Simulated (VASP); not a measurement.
Calculation: LDA (Ceperley-Alder, Perdew-Zunger), VASP's LDA PAW potentials (set 64) (plane waves; VASP).

The input files of a VASP run:

**INCAR**
```
ALGO  =  Normal
EDIFF  =  1E-7
ENCUT  =  520
ISIF  =  2
ISMEAR  =  -5
LASPH  =  T
LCHARG  =  T
LMAXMIX  =  4
LORBIT  =  11
LREAL  =  F
LWAVE  =  F
NEDOS  =  601
NELM  =  100
PREC  =  Accurate
SYSTEM  =  GaN
```

### POSCAR
```
GaN
3.1588090
  0.4999999921  -0.8660253784   0.0000000000
  0.4999999921   0.8660253784   0.0000000000
  0.0000000000   0.0000000000   1.6290095687
Ga N
2 2
Cart
  0.4999999921  -0.2886757035   0.8148228527
  0.4999999921   0.2886757035   0.0003180684
  0.4999999921  -0.2886757035   1.4283233234
  0.4999999921   0.2886757035   0.6138185390
```

**KPOINTS**
```
Automatic mesh
0
Gamma
11 11 6
0 0 0
```

POTCAR, in this order: Ga_d N (LDA.64 set). Program: vasp_std.

Output of the run:

OSZICAR:
```
       N       E                     dE             d eps       ncg     rms          rms(c)
DAV:   1     0.274560530833E+03    0.27456E+03   -0.18618E+04  2962   0.308E+03
DAV:   2     0.332279540413E+01   -0.27124E+03   -0.26362E+03  3096   0.530E+02
DAV:   3    -0.307892005862E+02   -0.34112E+02   -0.33888E+02  3296   0.154E+02
DAV:   4    -0.320389199563E+02   -0.12497E+01   -0.12467E+01  3876   0.310E+01
DAV:   5    -0.320576400695E+02   -0.18720E-01   -0.18711E-01  3208   0.353E+00    0.108E+01
DAV:   6    -0.279207985717E+02    0.41368E+01   -0.15588E+01  5094   0.599E+01    0.319E+00
DAV:   7    -0.279717460989E+02   -0.50948E-01   -0.15852E+00  3104   0.988E+00    0.258E+00
DAV:   8    -0.279356018332E+02    0.36144E-01   -0.34357E-01  4842   0.781E+00    0.100E+00
DAV:   9    -0.279102197254E+02    0.25382E-01   -0.12679E-01  4970   0.577E+00    0.297E-01
DAV:  10    -0.279113105818E+02   -0.10909E-02   -0.56650E-03  3678   0.907E-01    0.119E-01
DAV:  11    -0.279108052913E+02    0.50529E-03   -0.24850E-03  4556   0.927E-01    0.139E-02
DAV:  12    -0.279108332925E+02   -0.28001E-04   -0.27867E-04  2974   0.121E-01    0.167E-02
DAV:  13    -0.279108310091E+02    0.22835E-05   -0.57088E-05  5052   0.120E-01    0.156E-02
DAV:  14    -0.279108289785E+02    0.20306E-05   -0.11673E-05  4440   0.476E-02    0.330E-03
DAV:  15    -0.279108290169E+02   -0.38465E-07   -0.12923E-06  3620   0.873E-03    0.109E-03
DAV:  16    -0.279108290139E+02    0.30032E-08   -0.47634E-08  1884   0.230E-03
   1 F= -.27910829E+02 E0= -.27910829E+02  d E =0.000000E+00
```

### OUTCAR
```
------------------------ aborting loop because EDIFF is reached ----------------------------------------
  FORCE on cell =-STRESS in cart. coord.  units (eV):
  Direction    XX          YY          ZZ          XY          YZ          ZX
  --------------------------------------------------------------------------------------
  Total       -0.0431755     -0.0431755      0.0106144      0.0000000      0.0000000      0.0000000
  in kB       -1.5556931     -1.5556931      0.3824571      0.0000000      0.0000000      0.0000000
  external PRESSURE =      -0.9096430 kB  Pullay stress =       0.0000000 kB
  volume of cell :       44.47
      direct lattice vectors                 reciprocal lattice vectors
     1.579404475 -2.735608759  0.000000000     0.316575018 -0.182774674  0.000000000
     1.579404475  2.735608759  0.000000000     0.316575018  0.182774674  0.000000000
     0.000000000  0.000000000  5.145730087     0.000000000  0.000000000  0.194335883
  FREE ENERGIE OF THE ION-ELECTRON SYSTEM (eV)
  ---------------------------------------------------
  free  energy   TOTEN  =       -27.9108290139 eV

  energy  without entropy=      -27.9108290139  energy(sigma->0) =      -27.91082901

 total charge

# of ion       s       p       d       tot
------------------------------------------
    1        0.801   0.942  10.195  11.938
    2        0.801   0.942  10.195  11.938
    3        1.209   2.510   0.000   3.719
    4        1.209   2.510   0.000   3.719
--------------------------------------------------
tot          4.020   6.904  20.389  31.314
```
(Selected blocks of OUTCAR.)

The compound is GaN in the wurtzite structure. It was relaxed first.
